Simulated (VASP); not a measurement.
An input for Quantum ESPRESSO's pw.x (written as the equivalent of a VASP run, and not itself run):

```
&CONTROL
  calculation = 'vc-relax'
  pseudo_dir = './pseudo'
  outdir = './out'
  tprnfor = .true.
  tstress = .true.
  nstep = 60
  forc_conv_thr = 0.00039
/
&SYSTEM
  ibrav = 0
  nat = 2
  ntyp = 2
  ecutwfc = 84
  occupations = 'smearing'
  smearing = 'gaussian'
  degauss = 0.003675
  input_dft = 'vdw-df-ob86'
/
&ELECTRONS
  conv_thr = 7.3e-08
  electron_maxstep = 100
/
&IONS
/
&CELL
/
ATOMIC_SPECIES
  Ba 137.327 Ba.upf
  O 15.999 O.upf
CELL_PARAMETERS angstrom
     0.0000000    2.7700000    2.7700000
     2.7700000    0.0000000    2.7700000
     2.7700000    2.7700000    0.0000000
ATOMIC_POSITIONS crystal
  Ba   0.0000000  0.0000000  0.0000000
  O    0.5000000  0.5000000  0.5000000
K_POINTS automatic
  8 8 8 0 0 0
```

Q: Write the VASP files for the same calculation (optB86b-vdW).

A: One answer among several that fit: 
### KPOINTS
```
Automatic
0
G
  8 8 8
0 0 0
```

INCAR:
```
# general
SYSTEM   = BaO
PREC     = Accurate
ENCUT    = 520
LREAL    = .FALSE.
LASPH    = .TRUE.

# electronic loop
EDIFF    = 1E-6
NELM     = 100
ALGO     = Normal
LMAXMIX  = 4

# smearing
ISMEAR   = 0
SIGMA    = 0.05

# functional
GGA      = MK
LUSE_VDW = .TRUE.
AGGAC    = 0.0
PARAM1   = 0.1234
PARAM2   = 1.0

# ions
IBRION   = 2
NSW      = 60
ISIF     = 3
EDIFFG   = -0.01

# output
LWAVE    = .FALSE.
LCHARG   = .FALSE.
```

File POSCAR:
```
BaO
1.0
  0.0000000000   2.7700000000   2.7700000000
  2.7700000000   0.0000000000   2.7700000000
  2.7700000000   2.7700000000   0.0000000000
Ba O
1 1
direct
  0.0000000000   0.0000000000   0.0000000000
  0.5000000000   0.5000000000   0.5000000000
```

POTCAR, in this order: Ba_sv O (PBE.64 set). Program: vasp_std.

Limits of the translation: the potentials are each code's own (VASP's PAW set, PseudoDojo norm-conserving files in pw.x), so ENCUT and ecutwfc are chosen apart and not converted; conv_thr bounds pw.x's estimated SCF error, while EDIFF bounds the energy change between steps; forc_conv_thr acts on force components and is met together with etot_conv_thr.

The compound is BaO in the rock salt structure. This run relaxes it. Symmetry was kept, so distortions that lower it aren't found.
